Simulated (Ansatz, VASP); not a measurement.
**NaCuH4: VASP beside Ansatz**

```xyz
6
Lattice="3.1689 0.0000 0.0000 0.0000 3.1689 0.0000 0.0000 0.0000 5.0389" Properties=species:S:1:pos:R:3 pbc="T T T"
Na    0.0000    0.0000    0.0000
Cu    1.5845    1.5845    2.5194
H     1.5845    0.0000    1.6782
H     0.0000    1.5845    3.3607
H     1.5845    0.0000    3.3607
H     0.0000    1.5845    1.6782
```

Alike in both runs: functional PBE; k mesh 6 × 6 × 4; occupations gaussian, width 0.1 eV; no spin polarisation.

Ansatz relaxed the structure, and its values are those at the end. VASP's run is a single point on that final structure, the one shown.

|  | VASP | Ansatz |
| --- | --- | --- |
| version | VASP 6.6.1 | Ansatz 0.2.0 |
| potentials or method | VASP PAW PBE potentials, release 64 (Na_pv, Cu, H) | scalar-relativistic, plane waves, PAW |
| plane-wave cutoff (eV) | 520 | 420 |
| valence electrons in the cell | 22 | 32 |

```tsv
	VASP	Ansatz	Ansatz less VASP
gap on the k mesh at the Fermi level (eV)	none	none	-
pressure (GPa)	-0.2	-0.1	+0.01
rms of the force components (eV/Å)	0.016	0.013	-0.0033
```

A gap of «none» marks a metal or a gap that the smearing closes. The functional is the same, so the differences come from potentials, cutoffs and numerics. The two sets of potentials don't hold the same shells in valence.
